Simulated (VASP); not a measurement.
Here is a VASP 6.6.1 calculation.

File INCAR:

```
SYSTEM = MgO
ALGO = Normal
EDIFF = 1E-7
EDIFFG = -0.005
ENCUT = 600
GGA = PE
IBRION = 2
ISIF = 3
ISMEAR = 0
LASPH = .TRUE.
LCHARG = .FALSE.
LREAL = .FALSE.
LWAVE = .FALSE.
NELM = 80
NSW = 90
PREC = Accurate
SIGMA = 0.03
```

KPOINTS

```
k-points
0
G
  14 14 14
  0 0 0
```

Contents of POSCAR:

```
MgO                                     
1.0
   -0.0000000000      2.1224805979      2.1224805979
    2.1224805979     -0.0000000000      2.1224805979
    2.1224805979      2.1224805979      0.0000000000
  Mg              O             
     1     1
Direct
     0.0000000000000000    0.0000000000000000    0.0000000000000000
     0.5000000000000000    0.5000000000000000    0.5000000000000000
```

Potentials or basis: VASP PAW PBE potentials, release 64 (Mg, O).

The run is started by

```console
$ cat potpaw_PBE.64/Mg/POTCAR potpaw_PBE.64/O/POTCAR > POTCAR
$ mpirun -np 1 vasp_std > vasp.out
```

Q: What does it give for the band gap on the k mesh?

A: 4.50 eV, direct.

Final structure:
```
CELL_PARAMETERS angstrom
0.00000 2.12248 2.12248
2.12248 0.00000 2.12248
2.12248 2.12248 0.00000
ATOMIC_POSITIONS crystal
Mg 0.00000 0.00000 0.00000
O 0.50000 0.50000 0.50000
```

Caveat: the relaxation stopped at its first step, so nothing moved. A k mesh can miss the band edges.
